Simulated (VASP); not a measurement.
Consider the following.

```xyz
2
Lattice="1.5221 -2.6364 0.0000 1.5221 2.6364 0.0000 0.0000 0.0000 4.8179" Properties=species:S:1:pos:R:3 pbc="T T T"
Hf     1.5221     0.8788     1.2045
Hf     1.5221    -0.8788     3.6134
```

Calculation: r2SCAN meta-GGA, VASP's PBE PAW potentials (set 64) (plane waves; VASP 6.6.1). Settings: 500 eV cut-off, 14×14×8 Γ-centred mesh, first-order Methfessel-Paxton smearing of 0.10 eV, potentials Hf_pv.

Energy and stress use the plane-wave basis of the starting cell.

The ions, cell shape and volume at an external pressure of 30.0 GPa are relaxed. Give the cell that the relaxation ends in.

```xyz
2
Lattice="1.4957 -2.5906 0.0000 1.4957 2.5906 0.0000 0.0000 0.0000 4.7338" Properties=species:S:1:pos:R:3 pbc="T T T"
Hf     1.4957     0.8635     1.1835
Hf     1.4957    -0.8635     3.5504
```
Space group P6_3/mmc (194), at a tolerance of 0.03 Å.

How do energy and volume change from the first to the last step?

The energy (σ→0) changes by +154.0 meV/atom and the volume by -5.1 %, in 4 ionic steps.

The compound is Hf in the hcp structure. This run relaxes it under an external pressure of 30 GPa. Symmetry was kept, so distortions that lower it aren't found.
